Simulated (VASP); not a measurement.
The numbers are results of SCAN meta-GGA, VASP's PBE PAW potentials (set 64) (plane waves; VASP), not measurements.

VASP input:

POSCAR:
```
KBr
1
    0.0000000000     3.2876774702     3.2876774702
    3.2876774702     0.0000000000     3.2876774702
    3.2876774702     3.2876774702     0.0000000000
K Br
1 1
Direct
  0.0000000000   0.0000000000   0.0000000000
  0.5000000000   0.5000000000   0.5000000000
```

KPOINTS:
```
Automatic mesh
0
Gamma
8 8 8
0 0 0
```

### INCAR
```
! general
SYSTEM  = KBr
PREC    = Accurate
ENCUT   = 520   ! plane-wave cut-off (eV)
LREAL   = .FALSE.
LASPH   = .TRUE.

! electronic loop
EDIFF   = 1E-7   ! SCF stop (eV)
NELM    = 100
ALGO    = Normal
LMAXMIX = 4
LMIXTAU = .TRUE.

! smearing
ISMEAR  = -5   ! tetrahedra, Bloechl

! functional
METAGGA = SCAN

! ions
ISIF    = 2   ! forces and stress, cell fixed

! output
LWAVE   = .FALSE.
LCHARG  = .FALSE.
LORBIT  = 11   ! lm-projected
NEDOS   = 601   ! DOS grid
```

KPOINTS_OPT:
```
k-points along high-symmetry lines
10
Line-mode
Reciprocal
  0.000000   0.000000   0.000000 ! GAMMA
  0.500000   0.000000   0.500000 ! X

  0.500000   0.000000   0.500000 ! X
  0.625000   0.250000   0.625000 ! U

  0.375000   0.375000   0.750000 ! K
  0.000000   0.000000   0.000000 ! GAMMA

  0.000000   0.000000   0.000000 ! GAMMA
  0.500000   0.500000   0.500000 ! L

  0.500000   0.500000   0.500000 ! L
  0.500000   0.250000   0.750000 ! W

  0.500000   0.250000   0.750000 ! W
  0.500000   0.000000   0.500000 ! X
```

POTCAR, in this order: K_sv Br (PBE.64 set). Program: vasp_std.

Output

OUTCAR:
```
 ion  position               nearest neighbor table
   1  0.000  0.000  0.000-   2 3.29   2 3.29   2 3.29   2 3.29   2 3.29   2 3.29
   2  0.500  0.500  0.500-   1 3.29   1 3.29   1 3.29   1 3.29   1 3.29   1 3.29
  LATTYP: Found a face centered cubic cell.
 ALAT       =     6.5753549404
 Subroutine PRICEL returns:
 Original cell was already a primitive cell.
 Subroutine GETGRP returns: Found 48 space group operations
The static configuration has the point symmetry O_h .
The dynamic configuration has the point symmetry O_h .
 Subroutine INISYM returns: Found 48 space group operations
 Subroutine IBZKPT returns following result:
 Found     29 irreducible k-points:

 Following reciprocal coordinates:
            Coordinates               Weight
  0.000000  0.000000  0.000000      1.000000
  0.125000  0.000000  0.000000      8.000000
  0.250000  0.000000  0.000000      8.000000
  0.375000  0.000000  0.000000      8.000000
  0.500000  0.000000  0.000000      4.000000
  0.125000  0.125000  0.000000      6.000000
  0.250000  0.125000  0.000000     24.000000
  0.375000  0.125000  0.000000     24.000000
  0.500000  0.125000  0.000000     24.000000
...
```

### OSZICAR
```
       N       E                     dE             d eps       ncg     rms          rms(c)
DAV:   1     0.756238261185E+02    0.75624E+02   -0.71583E+03   696   0.120E+03
DAV:   2    -0.281324779649E+02   -0.10376E+03   -0.95777E+02   856   0.274E+02
DAV:   3    -0.349845116682E+02   -0.68520E+01   -0.68075E+01   912   0.636E+01
DAV:   4    -0.353051131446E+02   -0.32060E+00   -0.32007E+00  1240   0.123E+01
DAV:   5    -0.353071883942E+02   -0.20752E-02   -0.20751E-02   912   0.945E-01    0.259E+00
DAV:   6    -0.319951342853E+02    0.33121E+01   -0.13515E+00   848   0.124E+01    0.206E+00
DAV:   7    -0.315009107165E+02    0.49422E+00   -0.38367E-01  1240   0.816E+00    0.639E-01
DAV:   8    -0.319150896615E+02   -0.41418E+00   -0.24955E-01   740   0.539E+00    0.461E-01
DAV:   9    -0.316281051625E+02    0.28698E+00   -0.20489E-01   704   0.536E+00    0.317E-01
DAV:  10    -0.316303591437E+02   -0.22540E-02   -0.27551E-02   736   0.211E+00    0.162E-01
DAV:  11    -0.315859969379E+02    0.44362E-01   -0.46826E-02   704   0.296E+00    0.114E-01
DAV:  12    -0.316159704791E+02   -0.29974E-01   -0.27551E-02   696   0.239E+00    0.829E-02
DAV:  13    -0.316353439787E+02   -0.19373E-01   -0.10909E-02   696   0.152E+00    0.236E-02
DAV:  14    -0.316354849191E+02   -0.14094E-03   -0.68427E-04   840   0.389E-01    0.116E-02
DAV:  15    -0.316355826582E+02   -0.97739E-04   -0.21925E-04   760   0.235E-01    0.797E-03
DAV:  16    -0.316355338574E+02    0.48801E-04   -0.77607E-05   856   0.137E-01    0.515E-03
DAV:  17    -0.316355653936E+02   -0.31536E-04   -0.28813E-05   764   0.828E-02    0.307E-03
DAV:  18    -0.316355468314E+02    0.18562E-04   -0.12226E-05   776   0.582E-02    0.145E-03
DAV:  19    -0.316355471871E+02   -0.35570E-06   -0.55457E-07   876   0.116E-02    0.106E-03
DAV:  20    -0.316355466840E+02    0.50314E-06   -0.31826E-07   820   0.874E-03    0.729E-04
DAV:  21    -0.316355468080E+02   -0.12404E-06   -0.15847E-07   684   0.607E-03    0.389E-04
DAV:  22    -0.316355468415E+02   -0.33473E-07   -0.63102E-08   576   0.381E-03
   1 F= -.31635547E+02 E0= -.31635547E+02  d E =0.000000E+00
       N       E                     dE             ncg
       N       E                     dE             ncg
       N       E                     dE             ncg
```

### OUTCAR
```
------------------------ aborting loop because EDIFF is reached ----------------------------------------
  FORCE on cell =-STRESS in cart. coord.  units (eV):
  Direction    XX          YY          ZZ          XY          YZ          ZX
  --------------------------------------------------------------------------------------
  Total       -0.0061444     -0.0061444     -0.0061444      0.0000000      0.0000000     -0.0000000
  in kB       -0.1385129     -0.1385129     -0.1385129      0.0000000      0.0000000     -0.0000000
  external PRESSURE =      -0.1385129 kB  Pullay stress =       0.0000000 kB
  volume of cell :       71.07
      direct lattice vectors                 reciprocal lattice vectors
     0.000000000  3.287677470  3.287677470    -0.152083045  0.152083045  0.152083045
     3.287677470  0.000000000  3.287677470     0.152083045 -0.152083045  0.152083045
     3.287677470  3.287677470  0.000000000     0.152083045  0.152083045 -0.152083045
  FREE ENERGIE OF THE ION-ELECTRON SYSTEM (eV)
  ---------------------------------------------------
  free  energy   TOTEN  =       -31.6355468415 eV

  energy  without entropy=      -31.6355468415  energy(sigma->0) =      -31.63554684

 total charge

# of ion       s       p       d       tot
------------------------------------------
    1        1.959   5.661   0.022   7.642
    2        1.603   3.339   0.001   4.944
--------------------------------------------------
tot          3.563   9.000   0.023  12.586
```
(Selected blocks of OUTCAR.)

The compound is KBr in the rock salt structure. It was relaxed first.
